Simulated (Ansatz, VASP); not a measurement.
# Cross-check of TiSi2 (Zhiqinite) between VASP and Ansatz

Wanted: the spread between two codes on one cell, functional and k mesh. The structure shown is the start of the Ansatz relaxation below; VASP solves that cell, so the two are compared at the walk's first step.

Main program and level: Ansatz 0.2.0; plane waves, with VASP 6.6.1 beside it; single point at PBEsol.

### 1. Starting point

It takes space group Fddd (No. 70, orthorhombic). Conventional cell: a = 4.772 Å, b = 8.180 Å, c = 8.331 Å, α = 90.00°, β = 90.00°, γ = 90.00°. Si has 5 Si at 2.48 to 2.77 Å and 5 Ti at 2.50 to 2.75 Å nearest. Ti has 10 Si at 2.50 to 2.75 Å nearest. Farther neighbours are not listed.

### 2. Ansatz: relaxation, PBEsol

Ansatz runs on its PAW soft_1 files.

The two programs are compared at the cell with which this relaxation starts, whose forces are those of its first step.

File input.yaml:

```yaml
crystal:
  lattice:
    - [0.0, 4.090071799, 4.1656138935]
    - [2.3862333819, 0.0, 4.1656138935]
    - [2.3862333819, 4.090071799, 0.0]
  atoms:
    - { symbol: Si, position: [0.0859111093, 0.4140888907, 0.0859111093] }
    - { symbol: Si, position: [0.4140888907, 0.0859111093, 0.4140888907] }
    - { symbol: Si, position: [0.1640888907, 0.8359111093, 0.1640888907] }
    - { symbol: Si, position: [0.8359111093, 0.1640888907, 0.8359111093] }
    - { symbol: Ti, position: [0.75, 0.75, 0.75] }
    - { symbol: Ti, position: [0.5, 0.5, 0.5] }
  conventional_axes: [[-1, 1, 1], [1, -1, 1], [1, 1, -1]]
kpoints:
  mp_grid: { grid: [12, 12, 12] }
hamiltonian:
  xc: pbesol
  pseudopotentials: { kind: paw, azcp: { folder: soft_1 }, xc_functional: pbe }
scf:
  occupations: { method: methfessel_paxton, width: 0.2 }
output:
  forces: true
  stress: true
  eigenvalues: true
relax:
  adjacent_minimum: "off"
  f_tol: 0.001
  max_steps: 60
  cell: { stress_tol: 0.01, fix: [c, angles] }
```

Launch:

```sh
$ ansatz run input.yaml --threads 4 --pin off --max-ram 16384MiB --backend cpu --events-out ev --progress --plain --runs-dir out
```

Numbers of over 12 decimals in the logs are rounded to 6 here.

Log:

```text
Engine: ansatz 0.2.0, aarch64-unknown-linux-gnu
Pseudopotentials: kind: paw
Pseudopotential: Si, paw, valence charge 4, recommended cutoff 420 eV (normal), soft_1/Si.paw.azcp
Pseudopotential: Ti, paw, valence charge 12, recommended cutoff 420 eV (normal), soft_1/Ti.paw.azcp
Functional definition: PBEsol
  exchange = pbesol_x
  correlation = pbesol_c
Crystal: 6 atoms, lattice volume = 81.312 Å³
Basis set: ecut = 420 eV, 1571 PW (Γ), exchange–correlation on 80×72×64 points (8 copies of the dense FFT grid, shifted against one another)
Bands: 26, of which v1, the nominal top of the filled ones, is band 20 counted from 1 (19 counted from 0)
Symmetry: 8 space group operations
Space group: Fddd (ITA 70), of the structure as read, at distance tolerance 4.3e-5 Å
k-points: 280 of 1728
Non-local potential: Si, projectors of the file, l = 0: 2, l = 1: 2, l = 2: 1
Non-local potential: Ti, projectors of the file, l = 0: 3, l = 1: 2, l = 2: 3, l = 3: 1
PAW form: soft (Blöchl's): semilocal exchange-correlation on the pseudo side does not see the compensation charge
PAW frozen core: Si, regenerated for the run's functional, and the local potential with it (the file was generated under x = pbe(κ = 0.804, μ = 0.219515), c = pbe(β = 0.066725))
PAW frozen core: Ti, regenerated for the run's functional, and the local potential with it (the file was generated under x = pbe(κ = 0.804, μ = 0.219515), c = pbe(β = 0.066725))
PAW one-centre angular grid: Si, 110 points (default); XC on 64 Gauss nodes
PAW one-centre angular grid: Ti, 590 points (default); XC on 64 Gauss nodes
Initial density: superposition of atomic densities (chi_scale 0.1, normalization cell, long waves kept (reshape's long-wave potential 0.00 eV rms))
Initial wavefunctions: pseudopotential atomic-orbital guess
Functional: x = pbesol(κ = 0.804, μ = 0.123457), c = pbesol(β = 0.046)
SCF iter   1: F=—  HF=-7438.505467 eV  |F-HF|=—  |Δ(HF+E_count)|=         —  Δρ=3.98e-2  dr2=2.25e0  ethr=3.10e-3  ⟨swp⟩=6.0  Hψ=33541  notcnv=0
preconditioner: auto → Kerker (q_TF=auto, 2.424 Å⁻¹)  [metal: Δε(μ)=0.013 eV  Ē_g=6.454 eV  σ=0.200 eV  W_gap=0.06  n_scr=16 (ndim 8)  ℏωp=20.2 eV  f_vac=0.000  D(μ)=1.99/eV (n_scr^D=12)]
SCF iter   2: F=—  HF=-7438.036268 eV  |F-HF|=—  |Δ(HF+E_count)|=   4.69e-1  S|Δr|=    0.00e0  Δρ=2.46e-2  dr2=7.90e-1  ethr=3.10e-3  ⟨swp⟩=1.3  Hψ=9671  notcnv=0  defer=33
SCF iter   3: F=—  HF=-7437.757884 eV  |F-HF|=—  |Δ(HF+E_count)|=   2.78e-1  S|Δr|=    0.00e0  Δρ=2.49e-3  dr2=4.31e-3  ethr=1.98e-3  ⟨swp⟩=2.1  Hψ=11912  notcnv=0  defer=34
SCF iter   4: F=—  HF=-7437.756566 eV  |F-HF|=—  |Δ(HF+E_count)|=   1.32e-3  S|Δr|=    0.00e0  Δρ=7.72e-4  dr2=4.49e-4  ethr=1.08e-5  ⟨swp⟩=2.3  Hψ=12101  notcnv=0  defer=101
SCF iter   5: F=—  HF=-7437.756489 eV  |F-HF|=—  |Δ(HF+E_count)|=   7.69e-5  S|Δr|=    0.00e0  Δρ=1.46e-4  dr2=1.42e-5  ethr=1.12e-6  ⟨swp⟩=2.1  Hψ=8694  notcnv=0  defer=100
SCF iter   6: F=—  HF=-7437.756485 eV  |F-HF|=—  |Δ(HF+E_count)|=   4.08e-6  S|Δr|=    0.00e0  Δρ=2.41e-5  dr2=3.86e-7  ethr=3.56e-8  ⟨swp⟩=2.4  Hψ=10750  notcnv=0  defer=242
SCF iter   7: F=-7437.756485 eV  HF=-7437.756485 eV  |F-HF|=8.16e-9  |Δ(HF+E_count)|=   8.76e-8  S|Δr|=    0.00e0  Δρ=4.49e-6  dr2=1.50e-8  ethr=2.50e-10  ⟨swp⟩=9.1  Hψ=31695  notcnv=0
SCF 1 converged in 7 iterations: F = -7437.756485 eV  dr2 = 1.50e-8
  greatest PAW one-centre occupation: 0.998 electrons in one spin orbital (limit 2), on the Ti atom at site 5 (counted from 0), in its partial waves of l = 0
relax step   1: F+E_penalty+E_count = -7437.75648491 eV  Δ(F+E_penalty+E_count) = +0.000e0 eV  max|allowed force component| = 1.767e-2 eV/Å  Δτ_max = 0.0000 Å  P = +3.455 GPa  Ω = 81.312 Å³  fix = [c, alpha, beta, gamma]  reactions: c +9.110 GPa  (7 SCF iters, dr2 threshold 1.00e-7 eV, accepted)
[...]
relax step   3: F+E_penalty+E_count = -7437.75726845 eV  Δ(F+E_penalty+E_count) = -7.506e-5 eV  max|allowed force component| = 7.219e-3 eV/Å  Δτ_max = 0.0009 Å  P = +2.888 GPa  Ω = 81.610 Å³  energy of the carried Pulay correction = -4.475e-5 eV  fix = [c, alpha, beta, gamma]  reactions: c +8.746 GPa  (4 SCF iters, dr2 threshold 8.99e-8 eV, accepted)
[...]
relax step   4: F+E_penalty+E_count = -7437.75728471 eV  Δ(F+E_penalty+E_count) = -1.626e-5 eV  max|allowed force component| = 3.382e-3 eV/Å  Δτ_max = 0.0006 Å  P = +2.912 GPa  Ω = 81.596 Å³  energy of the carried Pulay correction = -4.268e-5 eV  fix = [c, alpha, beta, gamma]  reactions: c +8.749 GPa  (4 SCF iters, dr2 threshold 1.03e-8 eV, accepted)
[...]
relax step   5: F+E_penalty+E_count = -7437.75728920 eV  Δ(F+E_penalty+E_count) = -4.497e-6 eV  max|allowed force component| = 4.152e-5 eV/Å  Δτ_max = 0.0005 Å  P = +2.913 GPa  Ω = 81.594 Å³  energy of the carried Pulay correction = -4.236e-5 eV  fix = [c, alpha, beta, gamma]  reactions: c +8.740 GPa  (4 SCF iters, dr2 threshold 1.86e-9 eV, accepted)
[...]
relax step   6: F+E_penalty+E_count = -7437.75733020 eV  Δ(F+E_penalty+E_count) = -4.100e-5 eV  max|allowed force component| = 4.101e-5 eV/Å  Δτ_max = 0.0000 Å  P = +2.912 GPa  Ω = 81.594 Å³  fix = [c, alpha, beta, gamma]  reactions: c +8.741 GPa  stress off target by 2.12e-3 GPa on what of the cell is left free  SCF on the basis re-selected at this cell (its energy is not comparable with the rows above)  (5 SCF iters)
basis re-selected at this cell: Δ(F+E_penalty+E_count) = -4.100e-5 eV, ΔP = -0.001 GPa vs the last step (what re-selecting the basis moved, of the pressure what is left beyond the Pulay correction that the steps carried, after the strain that the cell walked since its last selection, with what the two solves' SCF thresholds leave and, on support functions, any second-order correction that the steps lacked; it is no m [...]
SCF converged after 5 iterations
Stability not checked: this state was not tested for a lower state beside it, because cold or Methfessel-Paxton smearing, or corrected tetrahedra, fill the levels in a way that the test cannot read (fill_not_monotonic; see scf.lower_state_search)
Free energy (F): -7437.757330 eV
Harris-Foulkes:  -7437.757330 eV  (|F-HF|=9.09e-13)
Internal energy: -7437.756500 eV  (E = F + TS)
E sigma→0 (E₀):  -7437.757123 eV
Entropy (-TS):   -0.000830 eV (-0.138 meV/atom)
Fermi energy:    12.881815 eV
--- Per-component energies (eV) ---
  E_band       = -199.951425
  E_kinetic    = 739.375209
  E_local      = -2111.161464  (includes V_loc(G=0)·N_el)
  E_nonlocal   = 215.239942
  E_hartree    = 901.777057
  E_xc         = -463.493674
  E_vxc        = -493.476277  (∫ρ·V_xc dr)
  E_paw        = -4025.553718  (= ΣΔE_a)
  E_vpaw       = -353.482944  (= ΣTr[D̂ρ^β])
  E_aug_tail   = -0.000018  (compensation charges beyond the density's cutoff)
  E_ewald      = -2694.344845
  E_core_change = 0.405012  (= ΣΔE_core)
  E_smearing   = -0.000830  (= −TS)
  E_closure    = -0.000000  (closes the sum)
  Σ components = -7437.757330   (vs F -7437.757330, Δ=0.00e0)
--- Forces (eV/Å), atoms counted from 1 ---
  atom   1  Si     0.00000000    -0.00004101    -0.00000000
  atom   2  Si    -0.00000000     0.00004101    -0.00000000
  atom   3  Si    -0.00000000     0.00004101     0.00000000
  atom   4  Si     0.00000000    -0.00004101     0.00000000
  atom   5  Ti    -0.00000000     0.00000000    -0.00000000
  atom   6  Ti     0.00000000     0.00000000     0.00000000
  max |Σ_I F_I| component: 0.00e0 eV/Å
--- Stress (GPa, compression-positive) ---
       -0.002052       0.000000      -0.000000
        0.000000      -0.002117       0.000000
       -0.000000       0.000000       8.740945
  P = ⅓ Tr σ = 2.9123 GPa (29.123 kbar)
--- Band table (eV; the first three rows and the last of 280) ---
  k-point 0: bands = [... 16 lower, 10.6629, 10.7578, 11.0270, 11.4185, 11.9539, 15.0761, 15.9896, 16.4120, ... 2 higher]
  k-point 1: bands = [... 16 lower, 10.5692, 10.7309, 11.3903, 11.4400, 11.9395, 15.0014, 16.0215, 16.2094, ... 2 higher]
  k-point 2: bands = [... 16 lower, 10.8128, 10.8696, 11.5439, 11.7600, 12.0187, 14.7793, 15.8748, 15.9538, ... 2 higher]
  k-point 279: bands = [... 16 lower, 11.2550, 11.2550, 11.8451, 11.8451, 13.8839, 13.8839, 16.2252, 16.2252, ... 2 higher]
--- Relaxed structure (5 steps of the walk, 5 accepted, 1 SCFs on fresh bases) ---
  F+E_penalty+E_count = -7437.75733020 eV   max|allowed force component| = 4.101e-5 eV/Å   (the final SCF, on the basis selected at the relaxed cell)
  cell:  # Å, volume = 81.5943 Å³
    - [0, 4.092576, 4.1656138935]
    - [2.393063, 0, 4.1656138935]
    - [2.393063, 4.092576, 0]
  atoms:
    - { symbol: Si, position: [0.085551, 0.414449, 0.085551] }
    - { symbol: Si, position: [0.414449, 0.085551, 0.414449] }
    - { symbol: Si, position: [0.164449, 0.835551, 0.164449] }
    - { symbol: Si, position: [0.835551, 0.164449, 0.835551] }
    - { symbol: Ti, position: [0.750000, 0.750000, 0.750000] }
    - { symbol: Ti, position: [0.500000, 0.500000, 0.500000] }
```

Reading the cycles: dr2 is the Hartree energy of the density residual (eV), the measure of convergence; HF is the Harris–Foulkes estimate of the energy, which meets the free energy F at convergence.

### 3. VASP: single point, PBEsol, start cell

The same cell, functional, mesh and smearing now go to VASP, with its own data sets.

Lines of VASP's logs that name or quote its potential files are left out, and so is its time.

File INCAR:

```
SYSTEM = TiSi2
PREC = Accurate
ENCUT = 400
EDIFF = 1E-06
NELM = 120
ISMEAR = 1
SIGMA = 0.2
LREAL = .FALSE.
ALGO = Normal
GGA = PS
NBANDS = 26
LASPH = .TRUE.
LORBIT = 11
LWAVE = .FALSE.
LCHARG = .FALSE.
ISIF = 2
GGA_COMPAT = .FALSE.
KPAR = 2
```

File POSCAR:

```
TiSi2
1.0
    0.0000000000      4.0900720000      4.1656140000
    2.3862330000      0.0000000000      4.1656140000
    2.3862330000      4.0900720000      0.0000000000
Si Ti
4 2
Direct
    0.0859109745      0.4140890255      0.0859111841
    0.4140888159      0.0859111841      0.4140890255
    0.1640889207      0.8359110793      0.1640889207
    0.8359110793      0.1640889207      0.8359110793
    0.7499998952      0.7500001048      0.7500001048
    0.5000000000      0.5000000000      0.5000000000
```

File KPOINTS:

```
Automatic mesh
0
Gamma
12 12 12
0 0 0
```

The projector-augmented-wave data sets are Si and Ti_sv (PBE family, release 64).

Launch:

```sh
$ mpirun -np 2 vasp_std
```

Log:

```text
[banner, memory and clock lines left out]
running    2 mpi-ranks, on    1 nodes
 distrk:  each k-point on    1 cores,    2 groups
 distr:  one band on    1 cores,    1 groups

 POSCAR found type information on POSCAR SiTi
 POSCAR found :  2 types and       6 ions
|                                                                             |
|               ----> ADVICE to this user running VASP <----                  |
|                                                                             |
|     You enforced a specific xc type in the INCAR file but a different       |
|     [... a line on the potential file left out ...]
|     I HOPE YOU KNOW WHAT YOU ARE DOING!                                     |
|                                                                             |

 LDA part: xc-table for (Slater+PW92), standard interpolation
 POSCAR, INCAR and KPOINTS ok, starting setup
 FFT: planning ... GRIDC
 FFT: planning ... GRID_SOFT
 FFT: planning ... GRID
 WAVECAR not read
 entering main loop
       N       E                     dE             d eps       ncg     rms          rms(c)
DAV:   1     0.345062761162E+03    0.34506E+03   -0.16553E+04 14568   0.138E+03
DAV:   2    -0.242074042848E+01   -0.34748E+03   -0.34146E+03 14628   0.420E+02
DAV:   3    -0.442839004567E+02   -0.41863E+02   -0.41130E+02 25942   0.122E+02
DAV:   4    -0.470652409846E+02   -0.27813E+01   -0.27732E+01 19712   0.293E+01
DAV:   5    -0.472349552800E+02   -0.16971E+00   -0.16968E+00 23298   0.634E+00    0.201E+01
DAV:   6    -0.442073978854E+02    0.30276E+01   -0.36117E+01 20772   0.450E+01    0.699E+00
DAV:   7    -0.437073688949E+02    0.50003E+00   -0.66431E+00 19458   0.190E+01    0.547E+00
DAV:   8    -0.436297214695E+02    0.77647E-01   -0.70517E-01 20458   0.677E+00    0.976E-01
DAV:   9    -0.436235896250E+02    0.61318E-02   -0.10746E-01 20538   0.281E+00    0.499E-01
DAV:  10    -0.436240523667E+02   -0.46274E-03   -0.37790E-03 19548   0.494E-01    0.183E-01
DAV:  11    -0.436240509551E+02    0.14115E-05   -0.22890E-03 22984   0.361E-01    0.117E-01
DAV:  12    -0.436240110246E+02    0.39931E-04   -0.64408E-04 20820   0.202E-01    0.157E-02
DAV:  13    -0.436240077700E+02    0.32546E-05   -0.41613E-05 19928   0.574E-02    0.129E-02
DAV:  14    -0.436240072217E+02    0.54837E-06   -0.21347E-06 15206   0.123E-02
   1 F= -.43624007E+02 E0= -.43623718E+02  d E =-.867368E-03
```

Parts of OUTCAR (step 3):

```text
ion  position               nearest neighbor table
   1  0.086  0.414  0.086-   3 2.48   3 2.48   6 2.50   6 2.50   2 2.68   5 2.74   5 2.74   5 2.75
                             2 2.77   2 2.77
   2  0.414  0.086  0.414-   4 2.48   4 2.48   6 2.50   6 2.50   1 2.68   5 2.74   5 2.74   5 2.75
                             1 2.77   1 2.77
   3  0.164  0.836  0.164-   1 2.48   1 2.48   5 2.50   5 2.50   4 2.68   6 2.74   6 2.74   6 2.75
                             4 2.77   4 2.77
   4  0.836  0.164  0.836-   2 2.48   2 2.48   5 2.50   5 2.50   3 2.68   6 2.74   6 2.74   6 2.75
                             3 2.77   3 2.77
   5  0.750  0.750  0.750-   4 2.50   3 2.50   3 2.50   4 2.50   1 2.74   2 2.74   2 2.74   1 2.74
                             1 2.75   2 2.75
   6  0.500  0.500  0.500-   1 2.50   2 2.50   1 2.50   2 2.50   3 2.74   3 2.74   4 2.74   4 2.74
                             3 2.75   4 2.75

  LATTYP: Found a face centered orthorhombic cell.
 ALAT       =     4.7724660000
 B/A-ratio  =     1.7140287642
 C/A-ratio  =     1.7456861924

 Subroutine GETGRP returns: Found  8 space group operations
 (whereof  4 operations were pure point group operations)

The static configuration has the point symmetry D_2 .
 The point group associated with its full space group is D_2h.

 Found    280 irreducible k-points:

   k-points           NKPTS =    280   k-points in BZ     NKDIM =    280   number of bands    NBANDS=     26

   dimension x,y,z NGX =    40 NGY =   32 NGZ =   32
   dimension x,y,z NGXF=    80 NGYF=   64 NGZF=   64

   ENCUT  =  400.0 eV  29.40 Ry    5.42 a.u.   9.52  7.83  7.72*2*pi/ulx,y,z

   NELECT =      40.0000    total number of electrons

 k-points in reciprocal lattice and weights: Automatic mesh
   0.00000000  0.00000000  0.00000000       0.001
   0.08333333  0.00000000  0.00000000       0.005
   0.16666667 -0.00000000 -0.00000000       0.005
   0.25000000  0.00000000  0.00000000       0.005
   0.33333333  0.00000000  0.00000000       0.005
   0.41666667  0.00000000  0.00000000       0.005
   0.50000000  0.00000000  0.00000000       0.002
   0.08333333  0.08333333  0.00000000       0.001
   0.16666667  0.08333333 -0.00000000       0.005
[...]
-0.08333333  0.41666667  0.50000000       0.001
   0.00000000  0.50000000  0.50000000       0.001

 average (electrostatic) potential at core
       1 -78.3777       2 -78.3777       3 -78.3777       4 -78.3777       5 -69.3740
       6 -69.3740

 E-fermi :  10.4563

 k-point     1 :       0.0000    0.0000    0.0000
  band No.  band energies     occupation
    ...
     17       8.2248      2.00000
     18       8.3401      2.00000
     19       8.6140      2.00000
     20       9.0057      2.00000
     21       9.5187      2.00000
     22      12.6547     -0.00000
     23      13.5980     -0.00000
     24      14.0148     -0.00000
     25      14.1462     -0.00000
     26      14.2515     -0.00000

 k-point     2 :       0.0833    0.0000    0.0000
  band No.  band energies     occupation
    ...
     17       8.1482      2.00000
     18       8.3110      2.00000
     19       8.9664      2.00000
     20       9.0265      2.00000
     21       9.5040      2.00000
     22      12.5797     -0.00000
     23      13.6246     -0.00000
     24      13.7948     -0.00000
     25      14.1363     -0.00000
     26      14.2611     -0.00000

 k-point     3 :       0.1667   -0.0000   -0.0000
  band No.  band energies     occupation
    ...
     17       8.3996      2.00000
     18       8.4447      2.00000
     19       9.1312      2.00000
     20       9.3280      2.00000
     21       9.5860      2.00000
     22      12.3570     -0.00000
     23      13.4632     -0.00000
     24      13.5435     -0.00000
     25      13.7794     -0.00000
     26      13.9164     -0.00000

  Total        0.4349482      0.0722901      4.6223943      0.0000000      0.0000000      0.0000000
  in kB        8.5702863      1.4244142     91.0803623      0.0000000      0.0000000      0.0000000
  external PRESSURE =      33.6916876 kB  Pullay stress =       0.0000000 kB

  energy-cutoff  :      400.00
  volume of cell :       81.31
      direct lattice vectors                 reciprocal lattice vectors
     0.000000000  4.090072000  4.165614000    -0.209535280  0.122247237  0.120030324
     2.386233000  0.000000000  4.165614000     0.209535280 -0.122247237  0.120030324
     2.386233000  4.090072000  0.000000000     0.209535280  0.122247237 -0.120030324

 POSITION                                       TOTAL-FORCE (eV/Angst)
 -----------------------------------------------------------------------------------
      1.19312      0.70276      2.08281         0.000000     -0.017990     -0.000000
      1.19312      3.38731      2.08281         0.000000      0.017990     -0.000000
      2.38623      1.34227      4.16561        -0.000000      0.017990      0.000000
      2.38623      6.83787      4.16561        -0.000000     -0.017990      0.000000
      3.57935      6.13511      6.24842        -0.000000     -0.000000      0.000000
      2.38623      4.09007      4.16561         0.000000      0.000000     -0.000000
 -----------------------------------------------------------------------------------
    total drift:                               -0.000000      0.000001      0.000253

  FREE ENERGIE OF THE ION-ELECTRON SYSTEM (eV)
  ---------------------------------------------------
  free  energy   TOTEN  =       -43.6240072217 eV

  energy  without entropy=      -43.6231398537  energy(sigma->0) =      -43.62371810

 total charge
# of ion       s       p       d       tot
------------------------------------------
    1        0.771   0.882   0.000   1.653
    2        0.771   0.882   0.000   1.653
    3        0.771   0.882   0.000   1.653
    4        0.771   0.882   0.000   1.653
    5        2.181   6.183   2.110  10.474
    6        2.181   6.183   2.110  10.474
--------------------------------------------------
tot          7.445  15.892   4.221  27.558

[... 3 further parts left out ...]
```

The run ends at a pressure of 3.37 GPa, with forces up to 0.018 eV/Å.

### 4. Comparison

Known differences besides the potentials themselves: the cutoff is 420 eV in Ansatz and 400 eV in VASP; Ansatz makes its cores anew for this functional, VASP keeps those of its PBE data sets. Total energies have different zeros and are not compared.

The forces differ by 0.15 meV/Å r.m.s.; no other quantity is compared for this pair.

### 5. Summary of results

```
r.m.s. force difference (single point, PBEsol, start cell) : 0.15 meV/Å
```

In words: The r.m.s. force difference is 0.15 meV/Å (single point, PBEsol, start cell), within the 12 meV/Å picked in this series as the mark of a large difference. 4 further runs of this series are not shown here. How closely two codes agree says nothing of how well the functional describes the real material.

[Lines on the potential files, build, host, timing and source positions are cut from VASP's logs without a mark.]

[Logs are printed without paths, hosts, clocks, repeated set-up lines and the standing remarks that a program may print on its own settings, such as how far it seeks lower states.]

[Hosts, paths, dates, database ids (printed as entryN), source tags and the programs' standing remarks are cut or masked in the printed files.]
